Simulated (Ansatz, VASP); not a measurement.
# Cross-check of Cs4Na3Cl3F4 between VASP and Ansatz, part 2 of 2

One calculation is typed for both programs; each brings its own data sets. How far apart do they land? The structure shown is frame 23 of Ansatz's trajectory.

VASP 6.6.1 and Ansatz 0.2.0.

So far: The starting structure; Ansatz: dynamics, RPBE.

## (3) VASP: single point, RPBE

Level of this step: RPBE; plane waves and PAW (Na_pv, Cs_sv, F, Cl) (VASP).

The same cell, functional and mesh now go to VASP, with its own data sets.

Lines of VASP's logs that name or quote its potential files are left out, and so is its time.

Input file INCAR:

```
SYSTEM = Cs4Na3Cl3F4
PREC = Accurate
ENCUT = 520
EDIFF = 1E-06
NELM = 120
ISMEAR = 0
SIGMA = 0.01
LREAL = Auto
ALGO = Normal
GGA = RP
NBANDS = 376
LORBIT = 11
LWAVE = .FALSE.
LCHARG = .FALSE.
ISIF = 2
LASPH = .TRUE.
GGA_COMPAT = .FALSE.
EFERMI = MIDGAP
NCORE = 2
```

Input file POSCAR:

```
Cs4Na3Cl3F4
1.0
   14.5393000000      0.0000000000      0.0000000000
    0.0000000000     14.5393000000      0.0000000000
    0.0000000000      0.0000000000     14.5393000000
Na Cs F Cl
18 24 24 18
Direct
    0.1470565983      0.1763908854      0.3407110384
    0.5672969125      0.3465228725      0.4466033440
    0.5516634226      0.8870715922      0.6118657707
    0.5852551361      0.6480917238      0.8090692124
    0.3765105610      0.1915429216      0.3136258279
    0.0100211152      0.3681814118      0.5424332671
    0.2829916158      0.4776777424      0.3760153515
    0.8972715330      0.2078504467      0.8600070155
    0.0651406877      0.3371276471      0.1784198689
    0.1136505884      0.8118134986      0.9704524977
    0.2796627073      0.6778455634      0.8418906000
    0.0932438288      0.1213607258      0.0246710639
    0.4280742539      0.7111415268      0.4773269690
    0.0265831230      0.1277778160      0.5388361200
    0.1512521236      0.7235767884      0.6305668086
    0.7734003700      0.2056563934      0.5615332237
    0.2693871094      0.3157029568      0.5409751501
    0.2382370541      0.6596466130      0.1353297614
    0.2877580076      0.3754307291      0.1643132751
    0.5535204583      0.5801517267      0.1958484934
    0.0116030345      0.9440757120      0.8111050738
    0.1728487616      0.2731974717      0.8298267454
    0.8501097027      0.8420694256      0.4909177196
    0.2577359295      0.9857971154      0.7584684270
    0.6585942927      0.9046584086      0.0975906681
    0.3090588955      0.8739554174      0.2858046811
    0.0751274133      0.5570006809      0.9313515781
    0.7045593667      0.5483482699      0.4658064694
    0.5106917114      0.1712737202      0.6781757031
    0.7258671325      0.4020138521      0.9640010179
    0.8227906433      0.4204604073      0.2443377604
    0.0714614871      0.5855508862      0.3221475587
    0.5876005035      0.0020702510      0.3572661682
    0.4368298336      0.4546092315      0.6951297518
    0.3423135914      0.9812233051      0.0567290035
    0.8070058393      0.7110521139      0.7757594932
    0.8807714264      0.7264036095      0.1584051502
    0.0711382254      0.9211997827      0.3446245693
    0.8839971663      0.1485559828      0.2485195298
    0.4480133156      0.8579573982      0.8577854505
    0.5213249606      0.1658264153      0.0895710247
    0.3078277496      0.9971319114      0.5253898056
    0.1236166803      0.2398808746      0.4949619308
    0.0887938209      0.7590186598      0.1934824923
    0.1256043964      0.4883797707      0.1324479170
    0.7331164499      0.5441114772      0.8229901027
    0.9382845116      0.2477973493      0.6395424814
    0.1911440028      0.6861334452      0.9827777128
    0.2685686381      0.3232480243      0.3587999422
    0.4726018447      0.8786805417      0.4668106443
    0.1983589306      0.8066550659      0.7763441156
    0.9406436348      0.0548719677      0.4287826787
    0.2889134965      0.5651853941      0.2377693562
    0.4274552420      0.0449884107      0.2295296197
    0.7314451177      0.5478324266      0.1441678760
    0.4296768070      0.6659605346      0.7902718838
    0.4570646455      0.3140935258      0.5579154430
    0.5224391821      0.0001169245      0.9886308144
    0.0967653188      0.1861712737      0.1918593055
    0.1027903682      0.0068847881      0.6258485622
    0.4448976223      0.9597573473      0.6905765752
    0.7633723769      0.3725901522      0.4505925320
    0.9327753056      0.0877827681      0.9293294725
    0.7716740146      0.2769115432      0.1397660135
    0.1516647982      0.9834723818      0.9581479163
    0.2232363319      0.0467285220      0.3628441534
    0.8667473675      0.6463172230      0.3619500251
    0.1887642459      0.4992743805      0.5381827186
    0.4254950376      0.7533925292      0.0958368009
    0.6113980728      0.2700611446      0.8439814847
    0.7785931922      0.9344466377      0.2925794227
    0.2233257447      0.7874313069      0.4672370747
    0.6595228106      0.8022463255      0.9099956669
    0.6871238643      0.0180132469      0.5723590544
    0.9496949647      0.7207637232      0.9343572249
    0.0035214900      0.3363091758      0.3433590338
    0.2903097123      0.1919280846      0.6966979153
    0.2531002180      0.4846656992      0.8212843810
    0.9903434141      0.7929749025      0.6613729684
    0.2979579485      0.1954633304      0.0320304279
    0.9944495265      0.3186879698      0.9608784467
    0.6360897705      0.6779418541      0.6233174912
    0.4902299285      0.5329417510      0.4137131774
    0.5200525472      0.2883907753      0.2813134057
```

Input file KPOINTS:

```
Automatic mesh
0
Gamma
1 1 1
0 0 0
```

Potentials, in the order of the species: Na_pv, Cs_sv, F and Cl (PBE family, release 64).

Started as:

```sh
> mpirun -np 8 vasp_gam
```

Numbers of over 12 decimals in the logs are rounded to 6 here.

Output:

```text
[banner, memory and clock lines left out]
running    8 mpi-ranks, on    1 nodes
[...]
|                                                                             |
|               ----> ADVICE to this user running VASP <----                  |
|                                                                             |
|     You enforced a specific xc type in the INCAR file but a different       |
|     [... a line on the potential file left out ...]
|     I HOPE YOU KNOW WHAT YOU ARE DOING!                                     |
|                                                                             |

 LDA part: xc-table for (Slater+PW92), standard interpolation
 POSCAR, INCAR and KPOINTS ok, starting setup
[...]
entering main loop
       N       E                     dE             d eps       ncg     rms          rms(c)
DAV:   1     0.800762163179E+04    0.80076E+04   -0.31414E+05   808   0.161E+03
DAV:   2     0.902478980869E+03   -0.71051E+04   -0.68852E+04   936   0.392E+02
DAV:   3    -0.275842399854E+03   -0.11783E+04   -0.11705E+04   880   0.183E+02
DAV:   4    -0.335582910198E+03   -0.59741E+02   -0.59481E+02   840   0.469E+01
[...]
DAV:  22    -0.284473295637E+03    0.28150E-05   -0.65168E-06   744   0.515E-03    0.807E-03
DAV:  23    -0.284473292883E+03    0.27537E-05   -0.48883E-06   664   0.497E-03    0.324E-03
DAV:  24    -0.284473292354E+03    0.52936E-06   -0.34072E-06   672   0.363E-03
   1 F= -.28447329E+03 E0= -.28447329E+03  d E =0.000000E+00
```

From OUTCAR (step 3):

```text
  FREE ENERGIE OF THE ION-ELECTRON SYSTEM (eV)
  ---------------------------------------------------
  free  energy   TOTEN  =      -284.4732923540 eV

  energy  without entropy=     -284.4732923540  energy(sigma->0) =     -284.47329235

[... 2 further parts left out ...]
[key lines of the parts left out:]
E-fermi :   0.0755
```

The run ends at a pressure of 0.65 GPa, with forces up to 1.6 eV/Å.

## (4) Comparison

Known differences besides the potentials themselves: fixed occupations in Ansatz, narrow Gaussian smearing in VASP; the data sets hold 672 valence electrons in Ansatz (on its default PAW (the set named soft_2) files) and 636 in VASP; the cutoff is 420 eV in Ansatz and 520 eV in VASP (PREC = Accurate, projectors in real space); Ansatz makes its cores anew for this functional, VASP keeps those of its PBE data sets. Total energies have different zeros and are not compared.

Forces on 9 of the 84 atoms, those with the largest forces and the largest differences (eV/Å; atoms numbered as in POSCAR):

```csv
atom,"Ansatz x, y, z","VASP x, y, z"
Na8,"-0.173, 0.051, -0.176","-0.191, 0.090, -0.205"
Cs22,"-0.757, 0.640, 0.883","-0.775, 0.654, 0.904"
Cs27,"-0.242, -1.266, 0.211","-0.257, -1.301, 0.205"
F48,"0.817, 0.458, 0.123","0.847, 0.459, 0.133"
F62,"-0.668, -0.785, 0.369","-0.660, -0.817, 0.370"
F63,"0.407, -0.226, 0.101","0.419, -0.260, 0.132"
Cl75,"-0.055, 1.013, 0.528","-0.059, 1.028, 0.531"
Cl77,"0.838, -0.066, -1.323","0.856, -0.072, -1.354"
Cl82,"-0.666, 0.710, 0.043","-0.672, 0.718, 0.048"
```

The forces differ by 10 meV/Å r.m.s., which is 3.0 % of the r.m.s. force of 0.343 eV/Å (both taken over all components).

## (5) What came out

- r.m.s. force difference (single point, RPBE): 3.0 % of the r.m.s. force

**Reading.** The r.m.s. force difference is 3.0 % of the r.m.s. force (single point, RPBE), at about the 3 % picked in this series as the mark of a large difference. The data sets hold unlike numbers of valence electrons (672 in Ansatz and 636 in VASP), so part of the differences comes from the potentials. 2 further runs of this series are not shown here. Such differences can come from data sets, numerical settings and the points named under the comparisons, not from the functional's error against experiment.

[Lines on the potential files, build, host, timing and source positions are cut from VASP's logs without a mark.]

[Logs are printed without paths, hosts, clocks, repeated set-up lines and the standing remarks that a program may print on its own settings, such as how far it seeks lower states.]

[Hosts, paths, dates, database ids (printed as entryN), source tags and the programs' standing remarks are cut or masked in the printed files.]
